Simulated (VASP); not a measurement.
Input:

```xyz
2
Lattice="0.0000 2.6568 2.5703 2.5496 0.0000 2.5703 2.5496 2.6568 0.0000" Properties=species:S:1:pos:R:3 pbc="T T T"
Mg     0.0000     0.0000     0.0000
S      2.5791     2.6568     2.5703
```

The numbers are results of PBE GGA, VASP's PBE PAW potentials (set 64) (plane waves; VASP), not measurements. Run with 350 eV cut-off, 8×8×8 Γ-centred mesh, Gaussian smearing of 0.050 eV, potentials Mg S.

Question: Which forces act on the atoms, in eV/Å?

Answer: 
| atom | Fx | Fy | Fz |
|---|---|---|---|
| Mg1 | 0.120 | 0.000 | 0.000 |
| S2 | -0.120 | 0.000 | 0.000 |

Question: Give the stress tensor in GPa (positive for a compressed cell).

Answer: 
```
 3.99   0.00   0.00
 0.00  -0.61   0.00
 0.00   0.00   2.85
```
The pressure is its mean diagonal, 2.07 GPa.

The compound is MgS in the rock salt structure. The cell was not relaxed at this level, atoms are displaced from their ideal sites. The run is one of a series of settings (ENCUT = 350 against the base run), some of them coarse on purpose.
